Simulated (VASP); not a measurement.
OSZICAR of a VASP run on CoO (relaxed from the zinc blende structure, space group F-43m):

OSZICAR:
```
       N       E                     dE             d eps       ncg     rms          rms(c)
DAV:   1     0.882475335506E+02    0.88248E+02   -0.72404E+03  4072   0.140E+03
DAV:   2    -0.102907717324E+02   -0.98538E+02   -0.88307E+02  4180   0.286E+02
DAV:   3    -0.166780607833E+02   -0.63873E+01   -0.61617E+01  4640   0.854E+01
DAV:   4    -0.167693352013E+02   -0.91274E-01   -0.91156E-01  4632   0.104E+01
DAV:   5    -0.167715916426E+02   -0.22564E-02   -0.22563E-02  4764   0.168E+00    0.177E+01
DAV:   6    -0.166044877230E+02    0.16710E+00   -0.31669E+01  4512   0.104E+02    0.190E+01
DAV:   7    -0.142940133361E+02    0.23105E+01   -0.13682E+01  4380   0.852E+01    0.720E+00
DAV:   8    -0.142867505294E+02    0.72628E-02   -0.65460E-01  4560   0.108E+01    0.389E+00
DAV:   9    -0.142764077472E+02    0.10343E-01   -0.92407E-02  6036   0.458E+00    0.711E-01
DAV:  10    -0.142767481475E+02   -0.34040E-03   -0.57398E-03  4392   0.123E+00    0.244E-01
DAV:  11    -0.142765146483E+02    0.23350E-03   -0.12305E-03  5884   0.524E-01    0.101E-01
DAV:  12    -0.142765232387E+02   -0.85904E-05   -0.28842E-04  6032   0.304E-01    0.336E-02
DAV:  13    -0.142765307242E+02   -0.74855E-05   -0.27595E-05  4684   0.843E-02    0.183E-02
DAV:  14    -0.142765286367E+02    0.20875E-05   -0.14459E-06  2852   0.155E-02    0.527E-03
DAV:  15    -0.142765287814E+02   -0.14474E-06   -0.62222E-07  2136   0.184E-02
   1 F= -.14276529E+02 E0= -.14276632E+02  d E =-.142765E+02  mag=     1.8335
```

### Question
Which electronic solver shows in the log?

### Answer
It is blocked Davidson (ALGO = Normal, or the opening steps of other solvers). The INCAR had ALGO = Normal.

### Question
How was spin treated?

### Answer
Collinear spin (ISPIN = 2): the summary line carries one mag value, 1.83 μB in the cell.

### Question
Can the final energy be trusted as converged?

### Answer
The calculation finished and met its thresholds. It stopped with EDIFF = 1E-6, NELM = 100, NSW = 60 and EDIFFG = -0.01 after 1 ionic step (PBEsol GGA, plane waves, VASP's PBE PAW potentials (set 64)). The moments were started parallel, and other spin orders were not tried in this run.

The structure was generated: CoO was put into the zinc blende type (F-43m), which need not be its known phase. It was relaxed first, which changed the volume by -6 %. The start is the result of an earlier pass.
